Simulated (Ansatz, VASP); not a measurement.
Sr2MgAl3: VASP beside Ansatz

```xyz
12
Lattice="6.0279 0.0000 0.0000 -3.0140 5.2204 0.0000 0.0000 0.0000 9.5691" Properties=species:S:1:pos:R:3 pbc="T T T"
Sr    0.0000    3.4802    0.6480
Sr    3.0140    1.7401    5.4325
Sr    0.0000    3.4802    4.1365
Sr    3.0140    1.7401    8.9211
Mg    0.0000    0.0000    0.0000
Mg    0.0000    0.0000    4.7845
Al    3.0140    3.4122    2.3923
Al   -1.4481    4.3163    7.1768
Al    1.5659    0.9041    2.3923
Al    0.0000    1.8081    7.1768
Al    4.4620    0.9041    2.3923
Al    1.4481    4.3163    7.1768
```

Alike in both runs: functional PBE; k mesh 3 × 3 × 2; occupations gaussian, width 0.1 eV; no spin polarisation.

Ansatz relaxed the structure, and its values are those at the end. VASP's run is a single point on that final structure, the one shown.

```csv
,VASP,Ansatz
version,VASP 6.6.1,Ansatz 0.2.0
potentials or method,"VASP PAW PBE potentials, release 64 (Sr_sv, Mg, Al)","scalar-relativistic, plane waves, PAW"
plane-wave cutoff (eV),520,420
valence electrons in the cell,62,78
```

|  | VASP | Ansatz | Ansatz less VASP |
| --- | --- | --- | --- |
| gap on the k mesh at the Fermi level (eV) | none | none | - |
| pressure (GPa) | -0.1 | -0.1 | -0.02 |
| rms of the force components (eV/Å) | 0.010 | 0.012 | +0.0015 |

A gap of «none» marks a metal or a gap that the smearing closes. With one functional, cell and mesh, what is left measures potentials, basis and numerics. The two sets of potentials don't hold the same shells in valence.

Caveats: the k mesh is coarse (spacing up to 0.40 Å⁻¹), so the values aren't converged.
